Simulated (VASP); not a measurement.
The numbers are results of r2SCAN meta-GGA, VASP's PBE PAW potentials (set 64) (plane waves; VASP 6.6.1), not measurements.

Input for VASP

**KPOINTS**
```
Automatic mesh
0
G
 12 12 1
0 0 0
```

File POSCAR:
```
Tc(001) slab
1.0
  2.7347294055   0.0000000000   0.0000000000
 -1.3673647028   2.3683455306   0.0000000000
  0.0000000000   0.0000000000  28.1583713424
Tc
6
direct
  0.6666670000   0.3333330000   0.3831200000
  0.3333330000   0.6666670000   0.3052010000
  0.6666670000   0.3333330000   0.5389600000
  0.3333330000   0.6666670000   0.4610400000
  0.6666670000   0.3333330000   0.6947990000
  0.3333330000   0.6666670000   0.6168800000
```

INCAR:
```
METAGGA  =  R2SCAN
LWAVE  =  T
DIPOL  =  0.5 0.5 0.5
SYSTEM  =  Tc(001) slab
LMIXTAU  =  T
NSW  =  50
LASPH  =  T
ALGO  =  Normal
ISIF  =  2
LMAXMIX  =  4
EDIFF  =  1E-5   ! SCF stop (eV)
NELMIN  =  4
LREAL  =  F   ! projection in real space or not
IDIPOL  =  3
NELM  =  100
SIGMA  =  0.1   ! width (eV)
EDIFFG  =  -0.03
ENCUT  =  400   ! plane-wave cut-off (eV)
ISMEAR  =  1   ! Methfessel-Paxton
LDIPOL  =  T
PREC  =  Normal
IBRION  =  2   ! conjugate gradients
LCHARG  =  F
```

POTCAR, in this order: Tc_pv (PBE.64 set). Program: vasp_std.

Estimate the energy per atom (σ→0), band gap (on the k-mesh).

The energy per atom (σ→0) is -25.653 eV/atom. The band gap (on the k-mesh) is none (metal, semimetal or under 0.01 eV).

### OSZICAR
```
...
DAV:   4    -0.153918247821E+03   -0.24836E-03   -0.19036E-04  1936   0.105E-01    0.391E-02
DAV:   5    -0.153918421060E+03   -0.17324E-03   -0.21092E-04  1694   0.906E-02    0.254E-02
DAV:   6    -0.153918510270E+03   -0.89210E-04   -0.16451E-04  2462   0.121E-01    0.142E-02
DAV:   7    -0.153918440205E+03    0.70065E-04   -0.86482E-05  1918   0.829E-02    0.492E-03
DAV:   8    -0.153918493130E+03   -0.52925E-04   -0.64663E-05  1700   0.737E-02    0.220E-03
DAV:   9    -0.153918514172E+03   -0.21042E-04   -0.95260E-06  1064   0.276E-02    0.988E-04
DAV:  10    -0.153918514460E+03   -0.28838E-06   -0.62201E-06  1072   0.222E-02
   7 F= -.15391851E+03 E0= -.15391753E+03  d E =-.967633E-04
```

The cell is a thin slab with vacuum, built from Tc (hcp): (001) face.
